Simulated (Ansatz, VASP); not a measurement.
## Ga: VASP beside Ansatz

Wanted: the spread between two codes on one cell, functional and k mesh.

Calculated with Ansatz 0.2.0; plane waves, with VASP 6.6.1 beside it; single point at PBE.

## (1) Set-up

Symmetry: P1, No. 1, triclinic system. Conventional cell: a = 4.438 Å, b = 4.438 Å, c = 4.517 Å, α = 90.00°, β = 90.00°, γ = 118.92°. Ga has 5 Ga at 2.42 to 2.75 Å nearest. Nearest to Ga lie 5 Ga at 2.44 to 2.75 Å. Nearest to Ga lie 5 Ga at 2.42 to 2.77 Å. Nearest to Ga lie 4 Ga at 2.44 to 2.72 Å.

## (2) VASP: single point, PBE

A single point gives forces, pressure and levels at one fixed geometry, so differences don't come from the geometry; what else differs is listed under the comparison.

Lines of VASP's logs that name or quote its potential files are left out, and so is its time.

INCAR reads:

```
SYSTEM = Ga
PREC = Accurate
ENCUT = 400
EDIFF = 1E-06
NELM = 100
ISMEAR = -5
SIGMA = 0.05
LREAL = .FALSE.
ALGO = Normal
GGA = PE
NBANDS = 32
LORBIT = 11
LWAVE = .FALSE.
LCHARG = .FALSE.
KPAR = 4
ISIF = 2
```

POSCAR reads:

```
Ga
1.0
    2.2553500000     -3.8224000000      0.0000000000
    2.2553500000      3.8224000000      0.0000000000
    0.0000000000      0.0000000000      4.5167000000
Ga
4
Direct
    0.8465760000      0.1461030000      0.9272390000
    0.3506210000      0.6505590000      0.5838890000
    0.1452230000      0.8364090000      0.0772870000
    0.6538620000      0.3430460000      0.4257730000
```

KPOINTS reads:

```
Automatic mesh
0
Gamma
5 5 4
0 0 0
```

The projector-augmented-wave data sets are Ga_d (PBE family, release 64).

Started as:

```bash
> mpirun -np 4 vasp_std
```

Numbers of over 12 decimals in the logs are rounded to 6 here.

Output:

```text
[banner, memory and clock lines left out]
running    4 mpi-ranks, on    1 nodes
 distrk:  each k-point on    1 cores,    4 groups
 distr:  one band on    1 cores,    1 groups

 POSCAR found type information on POSCAR Ga
 POSCAR found :  1 types and       4 ions
 LDA part: xc-table for (Slater+PW92), standard interpolation
 POSCAR, INCAR and KPOINTS ok, starting setup
 FFT: planning ... GRIDC
 FFT: planning ... GRID_SOFT
 FFT: planning ... GRID
 WAVECAR not read
 entering main loop
       N       E                     dE             d eps       ncg     rms          rms(c)
DAV:   1     0.327680787448E+03    0.32768E+03   -0.22457E+04  3328   0.266E+03
DAV:   2     0.254991531348E+02   -0.30218E+03   -0.29686E+03  3408   0.506E+02
DAV:   3    -0.107263848716E+02   -0.36226E+02   -0.36005E+02  3720   0.139E+02
DAV:   4    -0.116966358482E+02   -0.97025E+00   -0.96824E+00  3624   0.274E+01
DAV:   5    -0.117171739243E+02   -0.20538E-01   -0.20554E-01  3984   0.400E+00    0.257E+00
DAV:   6    -0.116337822632E+02    0.83392E-01   -0.20178E-01  3944   0.627E+00    0.142E+00
DAV:   7    -0.116173746906E+02    0.16408E-01   -0.63626E-02  4616   0.289E+00    0.305E-01
DAV:   8    -0.116164904211E+02    0.88427E-03   -0.15112E-02  3560   0.176E+00    0.521E-02
DAV:   9    -0.116166414105E+02   -0.15099E-03   -0.20108E-03  3744   0.148E+00    0.320E-02
DAV:  10    -0.116166228914E+02    0.18519E-04   -0.35169E-04  4112   0.475E-01    0.124E-02
DAV:  11    -0.116166153761E+02    0.75153E-05   -0.11364E-04  5496   0.150E-01    0.601E-03
DAV:  12    -0.116166163143E+02   -0.93818E-06   -0.13349E-05  5280   0.973E-02    0.150E-03
DAV:  13    -0.116166164706E+02   -0.15635E-06   -0.12493E-05  3424   0.385E-02    0.115E-03
DAV:  14    -0.116166155553E+02    0.91532E-06   -0.73398E-07  1808   0.215E-02
   1 F= -.11616616E+02 E0= -.11616616E+02  d E =0.000000E+00
|                                                                             |
|           W    W    AA    RRRRR   N    N  II  N    N   GGGG   !!!           |
|           W    W   A  A   R    R  NN   N  II  NN   N  G    G  !!!           |
|           W    W  A    A  R    R  N N  N  II  N N  N  G       !!!           |
|           W WW W  AAAAAA  RRRRR   N  N N  II  N  N N  G  GGG   !            |
|           WW  WW  A    A  R   R   N   NN  II  N   NN  G    G                |
|           W    W  A    A  R    R  N    N  II  N    N   GGGG   !!!           |
|                                                                             |
|     Tetrahedron method does not include variations of the Fermi             |
|     occupations, so forces and stress will be inaccurate. We suggest        |
|     using a different smearing scheme ISMEAR = 1 or 2 for metals in         |
|     relaxations.                                                            |
|                                                                             |
```

OUTCAR, selected parts (step 2):

```text
ion  position               nearest neighbor table
   1  0.847  0.146  0.927-   3 2.42   4 2.70   4 2.71   2 2.72   2 2.75   3 2.77   3 2.81
   2  0.351  0.651  0.584-   4 2.44   3 2.68   1 2.72   3 2.73   1 2.75   4 2.79   4 2.80
   3  0.145  0.836  0.077-   1 2.42   2 2.68   4 2.72   2 2.73   1 2.77   4 2.78   1 2.81
   4  0.654  0.343  0.426-   2 2.44   1 2.70   1 2.71   3 2.72   3 2.78   2 2.79   2 2.80

  LATTYP: Found a base centered orthorhombic cell.
 ALAT       =     4.5107000000
 B/A-ratio  =     1.6948145521
 C/A-ratio  =     1.0013301705

 Subroutine GETGRP returns: Found  1 space group operations
 (whereof  1 operations were pure point group operations)

The static configuration has the point symmetry C_1 .

 Found     51 irreducible k-points:

   k-points           NKPTS =     51   k-points in BZ     NKDIM =     51   number of bands    NBANDS=     32

   dimension x,y,z NGX =    30 NGY =   30 NGZ =   30
   dimension x,y,z NGXF=    60 NGYF=   60 NGZF=   60

   ENCUT  =  400.0 eV  29.40 Ry    5.42 a.u.   7.24  7.24  7.37*2*pi/ulx,y,z

   NELECT =      52.0000    total number of electrons

 k-points in reciprocal lattice and weights: Automatic mesh
   0.00000000  0.00000000  0.00000000       0.010
   0.20000000 -0.00000000  0.00000000       0.020
  -0.00000000  0.20000000  0.00000000       0.020
   0.40000000  0.00000000  0.00000000       0.020
   0.00000000  0.40000000  0.00000000       0.020
   0.20000000  0.20000000  0.00000000       0.020
   0.40000000  0.20000000  0.00000000       0.020
   0.20000000  0.40000000  0.00000000       0.020
  -0.40000000  0.20000000  0.00000000       0.020
[...]
0.40000000  0.40000000  0.50000000       0.020
  -0.40000000  0.40000000  0.50000000       0.020

 average (electrostatic) potential at core
       1 -65.3800       2 -65.3674       3 -65.3767       4 -65.3638

 E-fermi :   5.1046

 k-point     1 :       0.0000    0.0000    0.0000
  band No.  band energies     occupation
    ...
     22       0.7530      2.00000
     23       1.4334      2.00000
     24       3.4315      2.00000
     25       3.5390      2.00000
     26       4.2098      2.05632
     27       6.0215      0.00000
     28       6.0401      0.00000
     29       6.0695      0.00000
     30      10.2202      0.00000
     31      10.5409      0.00000
    ...

 k-point     2 :       0.2000   -0.0000    0.0000
  band No.  band energies     occupation
    ...
     22       0.0649      2.00000
     23       1.3133      2.00000
     24       1.6495      2.00000
     25       3.4933      2.00000
     26       4.2818      2.00648
     27       6.4096      0.00000
     28       7.3729      0.00000
     29       8.2929      0.00000
     30       8.4960      0.00000
     31       9.3672      0.00000
    ...

 k-point     3 :      -0.0000    0.2000    0.0000
  band No.  band energies     occupation
    ...
     22       0.0941      2.00000
     23       1.2633      2.00000
     24       1.6487      2.00000
     25       3.4815      2.00000
     26       4.2898      2.00622
     27       6.4322      0.00000
     28       7.3963      0.00000
     29       8.2932      0.00000
     30       8.5029      0.00000
     31       9.3710      0.00000
    ...

  Total        0.1102065      2.2017502      0.7723958      0.0345395      0.0305617     -0.0560499
  in kB        2.2673393     45.2978211     15.8909236      0.7106010      0.6287635     -1.1531456
  external PRESSURE =      21.1520280 kB  Pullay stress =       0.0000000 kB

  energy-cutoff  :      400.00
  volume of cell :       77.88
      direct lattice vectors                 reciprocal lattice vectors
     2.255350000 -3.822400000  0.000000000     0.221695081 -0.130807869  0.000000000
     2.255350000  3.822400000  0.000000000     0.221695081  0.130807869  0.000000000
     0.000000000  0.000000000  4.516700000     0.000000000  0.000000000  0.221400580

 POSITION                                       TOTAL-FORCE (eV/Angst)
 -----------------------------------------------------------------------------------
      2.23884     -2.67749      4.18806        -0.008771      0.549927     -0.139504
      2.25801      1.14648      2.63725        -0.004834      0.434332     -0.005208
      2.21392      2.64199      0.34908         0.050694     -0.553825      0.221941
      2.24838     -1.18806      1.92309        -0.037089     -0.430434     -0.077228
 -----------------------------------------------------------------------------------
    total drift:                               -0.000094     -0.000383     -0.001321

  FREE ENERGIE OF THE ION-ELECTRON SYSTEM (eV)
  ---------------------------------------------------
  free  energy   TOTEN  =       -11.6166155553 eV

  energy  without entropy=      -11.6166155553  energy(sigma->0) =      -11.61661556

 total charge
# of ion       s       p       d       tot
------------------------------------------
    1        0.958   0.720   9.957  11.636
    2        0.957   0.716   9.956  11.629
    3        0.958   0.717   9.957  11.632
    4        0.956   0.715   9.956  11.627
--------------------------------------------------
tot          3.829   2.868  39.827  46.524

[... 3 further parts left out ...]
```

The run ends at a pressure of 2.12 GPa, with forces up to 0.60 eV/Å.

## (3) Ansatz: single point, PBE

Ansatz runs on its default PAW (the set named soft_2) files.

The same cell, functional, mesh and smearing now go to Ansatz, which takes its cutoff from its data sets.

input.yaml reads:

```yaml
crystal:
  lattice:
    - [2.25535, -3.8224, 0.0]
    - [2.25535, 3.8224, 0.0]
    - [0.0, 0.0, 4.5167]
  atoms:
    - { symbol: Ga, position: [0.846576, 0.146103, 0.927239] }
    - { symbol: Ga, position: [0.350621, 0.650559, 0.583889] }
    - { symbol: Ga, position: [0.145223, 0.836409, 0.077287] }
    - { symbol: Ga, position: [0.653862, 0.343046, 0.425773] }
hamiltonian:
  xc: pbe
  pseudopotentials: { kind: paw }
kpoints:
  mp_grid: { grid: [5, 5, 4] }
scf:
  occupations: { method: tetrahedron }
output:
  forces: true
  stress: true
```

Started as:

```bash
> ansatz run input.yaml --threads 2 --pin off --max-ram 4608MiB --backend cpu --events-out ev --progress --plain --runs-dir out
```

Output:

```text
Warning: output.forces, output.stress, relax.cell or npt_langevin: where a Kohn–Sham band that disperses or a degenerate level is filled in part under the method tetrahedron, the forces or the stress that this run publishes need not agree with its energy (scf.occupations.method in the input reference, under Limitations); prefer a smearing scheme for the forces or the stress
band count auto-derived: 33 (N_el = 52.0; filled up to band 26; 32 by the electrons, moments and atoms)
Engine: ansatz 0.2.0, aarch64-unknown-linux-gnu
Pseudopotentials: kind: paw
Pseudopotential: Ga, paw, valence charge 13, recommended cutoff 420 eV (normal), Ga.paw.azcp
Functional definition: PBE
  parameter kappa = 0.804
  parameter beta = 0.066725
  exchange = pbe_x(kappa = kappa, mu = beta*pi^2/3)
  correlation = pbe_c(beta = beta)
Crystal: 4 atoms, lattice volume = 77.876 Å³
Basis set: ecut = 420 eV, 1517 PW (Γ), exchange–correlation on 60×60×64 points (8 copies of the dense FFT grid, shifted against one another)
Bands: 33, of which v1, the nominal top of the filled ones, is band 26 counted from 1 (25 counted from 0)
Symmetry: 1 space group operations
Space group: P1 (ITA 1), of the structure as read, at distance tolerance 4.3e-5 Å
k-points: 51 of 100 (time reversal used)
Non-local potential: Ga, projectors of the file, l = 0: 2, l = 1: 2, l = 2: 3, l = 3: 1
PAW form: soft (Blöchl's): semilocal exchange-correlation on the pseudo side does not see the compensation charge
PAW one-centre angular grid: Ga, 590 points (default); XC on 64 Gauss nodes
Initial density: superposition of atomic densities (neutral atoms: chi_scale 0, normalization atom), corrected by the library's trained network
Initial wavefunctions: pseudopotential atomic-orbital guess
Functional: x = pbe(κ = 0.804, μ = 0.219515), c = pbe(β = 0.066725)
SCF iter   1: F=—  HF=-15132.086109 eV  |F-HF|=—  |Δ(HF+E_count)|=         —  Δρ=1.57e-3  dr2=1.91e-3  ethr=1.77e-3  ⟨swp⟩=6.2  Hψ=6353  notcnv=0
preconditioner: auto → Kerker (q_TF=auto, 2.551 Å⁻¹)  [metal: no gap  n_scr=20 (ndim 8)  ℏωp=30.3 eV  f_vac=0.005]
SCF iter   2: F=—  HF=-15132.084037 eV  |F-HF|=—  |Δ(HF+E_count)|=   2.07e-3  Δρ=1.05e-3  dr2=8.63e-4  ethr=3.68e-6  ⟨swp⟩=2.1  Hψ=3693  notcnv=0  defer=84
SCF iter   3: F=—  HF=-15132.083966 eV  |F-HF|=—  |Δ(HF+E_count)|=   7.14e-5  Δρ=5.87e-4  dr2=3.39e-4  ethr=1.66e-6  ⟨swp⟩=2.0  Hψ=3201  notcnv=0  defer=84
SCF iter   4: F=—  HF=-15132.084121 eV  |F-HF|=—  |Δ(HF+E_count)|=   1.56e-4  Δρ=2.62e-4  dr2=3.31e-5  ethr=6.52e-7  ⟨swp⟩=3.1  Hψ=3210  notcnv=0  defer=84
SCF iter   5: F=—  HF=-15132.084097 eV  |F-HF|=—  |Δ(HF+E_count)|=   2.46e-5  Δρ=5.39e-5  dr2=1.89e-6  ethr=6.37e-8  ⟨swp⟩=2.1  Hψ=3205  notcnv=0  defer=84
SCF iter   6: F=—  HF=-15132.084092 eV  |F-HF|=—  |Δ(HF+E_count)|=   4.52e-6  Δρ=1.36e-5  dr2=1.35e-7  ethr=3.64e-9  ⟨swp⟩=2.0  Hψ=2181  notcnv=0  defer=84
SCF iter   7: F=—  HF=-15132.084091 eV  |F-HF|=—  |Δ(HF+E_count)|=   8.12e-7  Δρ=8.74e-6  dr2=4.73e-8  ethr=1.92e-10  ⟨swp⟩=6.2  Hψ=7025  notcnv=0
SCF iter   8: F=-15132.084091 eV  HF=-15132.084091 eV  |F-HF|=5.59e-9  |Δ(HF+E_count)|=   2.54e-7  Δρ=4.22e-6  dr2=1.07e-8  ethr=9.10e-11  ⟨swp⟩=4.1  Hψ=5968  notcnv=0
SCF 1 converged in 8 iterations: F = -15132.084091 eV  dr2 = 1.07e-8
  greatest PAW one-centre occupation: 0.994 electrons in one spin orbital (limit 2), on the Ga atom at site 2 (counted from 0), in its partial waves of l = 2
SCF converged after 8 iterations
Stability not checked: this state was not tested for a lower state beside it, because cold or Methfessel-Paxton smearing, or corrected tetrahedra, fill the levels in a way that the test cannot read (fill_not_monotonic; see scf.lower_state_search)
Free energy (F): -15132.084091 eV
Harris-Foulkes:  -15132.084091 eV  (|F-HF|=5.59e-9)
Internal energy: -15132.083446 eV  (E = F + TS)
E sigma→0 (E₀):  -15132.084091 eV
Entropy (-TS):   -0.000646 eV (-0.161 meV/atom)
Fermi energy:    9.132904 eV
--- Per-component energies (eV) ---
  E_band       = -174.893558
  E_kinetic    = 461.663490
  E_local      = -7563.169042  (includes V_loc(G=0)·N_el)
  E_nonlocal   = 1690.454674
  E_hartree    = 3548.679141
  E_xc         = -277.800420
  E_vxc        = -233.387632  (∫ρ·V_xc dr)
  E_paw        = -7945.268657  (= ΣΔE_a)
  E_vpaw       = -1627.818517  (= ΣTr[D̂ρ^β])
  E_aug_tail   = -0.000408  (compensation charges beyond the density's cutoff)
  E_ewald      = -5046.642223
  E_smearing   = -0.000646  (= −TS)
  E_closure    = 0.000000  (closes the sum)
  Σ components = -15132.084091   (vs F -15132.084091, Δ=0.00e0)
--- Forces (eV/Å), atoms counted from 1 ---
  atom   1  Ga    -0.00963021     0.54867773    -0.13448146
  atom   2  Ga    -0.00386233     0.43135018     0.01451551
  atom   3  Ga     0.05002363    -0.55341755     0.20809744
  atom   4  Ga    -0.03653098    -0.42660880    -0.08813187
  max |Σ_I F_I| component: 1.57e-6 eV/Å
--- Stress (GPa, compression-positive) ---
        0.566274       0.051533      -0.097366
        0.051533       4.667365       0.044500
       -0.097366       0.044500       1.846688
  P = ⅓ Tr σ = 2.3601 GPa (23.601 kbar)
--- Band table (eV; the first three rows and the last of 51) ---
  k-point 0: bands = [... 22 lower, 5.4760, 7.4769, 7.5818, 8.2458, 10.0620, 10.0832, 10.1121, 14.2631, ... 3 higher]
  k-point 1: bands = [... 22 lower, 7.8809, 7.9538, 8.0607, 8.5473, 9.8655, 10.1923, 10.9535, 12.7158, ... 3 higher]
  k-point 2: bands = [... 22 lower, 8.9121, 8.9970, 9.0999, 9.1571, 9.2529, 9.3202, 11.2989, 11.3185, ... 3 higher]
  k-point 50: bands = [... 22 lower, 3.9240, 4.7116, 7.9228, 7.9626, 10.3327, 10.4236, 12.4835, 13.5160, ... 3 higher]
```

Wall time 5.5 s (2 threads of Arm Neoverse V2, shared host); peak memory 0.36 GiB; 11 s of CPU time.

Reading the cycles: dr2 is the Hartree energy of the density residual (eV), the measure of convergence; HF is the Harris–Foulkes estimate of the energy, which meets the free energy F at convergence.

The run ends at a pressure of 2.36 GPa, with forces up to 0.59 eV/Å.

## (4) Differences

Known differences besides the potentials themselves: the cutoff is 420 eV in Ansatz and 400 eV in VASP; VASP leaves aspherical gradient terms in its spheres out (LASPH is not set), Ansatz keeps them. Total energies have different zeros and are not compared.

Compared:

| quantity | Ansatz | VASP | difference |
| --- | --- | --- | --- |
| pressure (GPa) | 2.36 | 2.12 | +0.24 |

Forces (eV/Å; atoms numbered as in POSCAR):

| atom | Ansatz x, y, z | VASP x, y, z |
| --- | --- | --- |
| Ga1 | -0.010, 0.549, -0.134 | -0.009, 0.550, -0.140 |
| Ga2 | -0.004, 0.431, 0.015 | -0.005, 0.434, -0.005 |
| Ga3 | 0.050, -0.553, 0.208 | 0.051, -0.554, 0.222 |
| Ga4 | -0.037, -0.427, -0.088 | -0.037, -0.430, -0.077 |

The forces differ by 7.9 meV/Å r.m.s., which is 2.7 % of the r.m.s. force of 0.30 eV/Å (both taken over all components).

## (5) Outcome

```
r.m.s. force difference (single point, PBE) : 2.7 % of the r.m.s. force
```

In words: The r.m.s. force difference is 2.7 % of the r.m.s. force (single point, PBE), within the 3 % picked in this series as the mark of a large difference. Such differences can come from data sets, numerical settings and the points named under the comparisons, not from the functional's error against experiment.

[Lines on the potential files, build, host, timing and source positions are cut from VASP's logs without a mark.]

[Logs are printed without paths, hosts, clocks, repeated set-up lines and the standing remarks that a program may print on its own settings, such as how far it seeks lower states.]

[Hosts, paths, dates, database ids (printed as entryN), source tags and the programs' standing remarks are cut or masked in the printed files.]
